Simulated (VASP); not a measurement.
Crystal: Si2WC3.

```
CELL_PARAMETERS angstrom
3.82359 0.00000 0.00000
-1.91179 3.31132 0.00000
0.00000 0.00000 8.42233
ATOMIC_POSITIONS crystal
Si 0.00000 0.00000 0.27861
Si 0.00000 0.00000 0.72139
W 0.00000 0.00000 0.50000
C 0.33333 0.66667 0.50000
C 0.66667 0.33333 0.50000
C 0.00000 0.00000 0.00000
```

The cell was built by a generator and needn't be a form met in nature.

* Program: VASP 6.6.1
* Task: relaxation of cell and atoms
* Functional: PBE
* Potentials or basis: VASP PAW PBE potentials, release 64 (Si, W_sv, C)
* Cutoff: 520 eV
* k mesh: 5 × 5 × 2
* Occupations: gaussian, width 0.15 eV
* Spin: no spin polarisation

At the start: pressure 24.8 GPa; volume 17.77 Å³/atom.

Problem. How do energy, volume and symmetry change on relaxing?

Solution. Over 14 steps the energy falls by 1930.1 meV/atom and the volume is 17.20 Å³/atom (-3.2 %); space group P6/mmm (No. 191, to 0.05 Å).

The path:
```
step  energy change (eV)  largest force (eV/Å)  pressure (GPa)  volume (Å³)
   1              0.0000               19.7624           24.75       106.64
   2             -3.2778                3.3130           -9.55       147.92
   3             -6.9273                3.0347          -11.96       146.99
   4             -7.2424                3.0196          -12.45       145.92
   5             -7.7893                2.6766          -15.71       126.52
   6             -8.3487                3.7795          -12.79       116.64
   7            -11.4564                1.0615            3.53        98.83
   8            -11.4662                0.5623            4.82        98.07
   9            -11.4900                1.9299            2.47       102.56
  10            -11.5491                0.6839            3.28       100.51
  11            -11.5521                0.4946           -2.97       105.32
  12            -11.5794                0.0509           -0.02       102.93
  13            -11.5794                0.0273           -0.19       102.98
  14            -11.5803                0.0450           -0.18       103.17
```

Final structure:
```
CELL_PARAMETERS angstrom
3.78621 0.00000 0.00000
-1.89311 3.27896 0.00000
0.00000 0.00000 8.31036
ATOMIC_POSITIONS crystal
Si 0.00000 0.00000 0.20276
Si 0.00000 0.00000 0.79724
W 0.00000 0.00000 0.50000
C 0.33333 0.66667 0.50000
C 0.66667 0.33333 0.50000
C 0.00000 0.00000 0.00000
```

Caveat: the k mesh is coarse (spacing up to 0.38 Å⁻¹), so the values aren't converged; the relaxation stopped at a loose force limit of 0.08 eV/Å, so its end isn't a converged minimum.
